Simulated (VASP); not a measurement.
Calculation: rev-vdW-DF2, VASP's PBE PAW potentials (set 64) (plane waves; VASP).

Input for VASP

**POSCAR**
```
Tl
1
    1.7462173184    -3.0245372243     0.0000000000
    1.7462173184     3.0245372243     0.0000000000
    0.0000000000     0.0000000000     5.5121602250
Tl
2
Direct
  0.3333330000   0.6666670000   0.2500000000
  0.6666670000   0.3333330000   0.7500000000
```

File KPOINTS:
```
Automatic mesh
0
Gamma
12 12 7
0 0 0
```

### INCAR
```
! general
SYSTEM  =Tl
PREC    =Accurate
ENCUT   =520
LREAL   =.False.
LASPH   =.True.

! electronic loop
EDIFF   =1E-7
NELM    =100
ALGO    =Normal
LMAXMIX =4

! smearing
ISMEAR  =1
SIGMA   =0.1

! functional
GGA     =MK
LUSE_VDW=.True.
AGGAC   =0.0
PARAM1  =0.1234568
PARAM2  =0.7114
ZAB_VDW =-1.8867

! ions
IBRION  =2
NSW     =30
ISIF    =4
EDIFFG  =-0.01

! output
LWAVE   =.False.
LCHARG  =.False.
```

POTCAR, in this order: Tl_d (PBE.64 set). Program: vasp_std.

Unless said otherwise, spin-orbit coupling is left out, though it shifts the bands of the heavy elements here.

**Question.** Estimate the energy per atom (σ→0), band gap (on the k-mesh).

**Answer.** 
The energy per atom (σ→0) is 0.494 eV/atom and the band gap (on the k-mesh) is none (metal, semimetal or under 0.01 eV).

**OSZICAR**
```
...
DAV:   1     0.980518781946E+00   -0.83596E-02   -0.36524E-01  2646   0.471E+00    0.394E-01
DAV:   2     0.985820530183E+00    0.53017E-02   -0.34266E-03  2644   0.634E-01    0.241E-01
DAV:   3     0.988627089290E+00    0.28066E-02   -0.54528E-03  2708   0.751E-01    0.278E-02
DAV:   4     0.988612870634E+00   -0.14219E-04   -0.31690E-04  2651   0.165E-01    0.151E-02
DAV:   5     0.988611490633E+00   -0.13800E-05   -0.39746E-06  3172   0.200E-02    0.378E-03
DAV:   6     0.988612216854E+00    0.72622E-06   -0.14050E-06  2684   0.133E-02    0.440E-04
DAV:   7     0.988612207947E+00   -0.89067E-08   -0.72793E-08  1441   0.244E-03
   4 F= 0.98861221E+00 E0= 0.98854745E+00  d E =-.397253E-02
```

The compound is Tl in the hcp structure. This cell is one point of a volume scan, at 0.97 of the reference volume. Symmetry was kept, so distortions that lower it aren't found.
